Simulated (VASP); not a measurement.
An input for Ansatz (written as the equivalent of a VASP run, and not itself run):

Ansatz 0.2 input:
```yaml
crystal:
  lattice:
    - [2.9292420, 0.0000000, 0.0000000]
    - [-1.4646210, 2.5367980, 0.0000000]
    - [0.0000000, 0.0000000, 16.3510660]
  atoms:
    - { symbol: N, position: [0.0000000, 0.0000000, 0.5000000] }
    - { symbol: Ta, position: [0.3333330, 0.6666670, 0.5718930] }
    - { symbol: Ta, position: [0.6666670, 0.3333330, 0.4281070] }
kpoints:
  mp_grid: { grid: [15, 15, 1] }
hamiltonian:
  xc: lda
  pseudopotentials: { kind: paw }
scf:
  occupations: { method: fermi_dirac, width: 0.1 }
  max_iter: 100
output: { forces: true, stress: true, eigenvalues: true }
```

Translate this input to VASP (INCAR, KPOINTS, POSCAR, choice of POTCAR).

This is not unique; one that fits is 
File KPOINTS:
```
Automatic
0
Gamma
15 15 1
```

**POSCAR**
```
Ta2N
1
    2.9292420000     0.0000000000     0.0000000000
   -1.4646210000     2.5367980000     0.0000000000
    0.0000000000     0.0000000000    16.3510660000
N Ta
1 2
Direct
  0.0000000000   0.0000000000   0.5000000000
  0.3333330000   0.6666670000   0.5718930000
  0.6666670000   0.3333330000   0.4281070000
```

### INCAR
```
! general
SYSTEM =Ta2N
PREC   =Accurate
ENCUT  =400   ! plane-wave cut-off (eV)
LREAL  =.False.   ! projection in real space or not
LASPH  =.True.

! electronic loop
EDIFF  =1E-6   ! SCF stop (eV)
NELM   =100   ! most electronic steps
ALGO   =Normal   ! blocked Davidson
LMAXMIX=6   ! l cut-off of mixed one-centre charges

! smearing
ISMEAR =-1   ! Fermi-Dirac
SIGMA  =0.1   ! width (eV)

! ions
ISIF   =2

! output
LWAVE  =.False.
LCHARG =.False.
LORBIT =11   ! lm-projected
NEDOS  =601
```

POTCAR, in this order: N Ta_pv (LDA.64 set). Program: vasp_std.

What does not carry over: each code has its own PAW files, so the cut-off isn't converted (ENCUT is set for VASP's; basis.ecutwfc is left out, and Ansatz then takes the one that its files recommend); Ansatz stops its SCF on the density residual and VASP on the energy change (EDIFF); Ansatz's lda is the Perdew-Wang form, while the LDA potentials of VASP carry Perdew-Zunger's.

The cell is a sheet with vacuum, built from a generated structure.
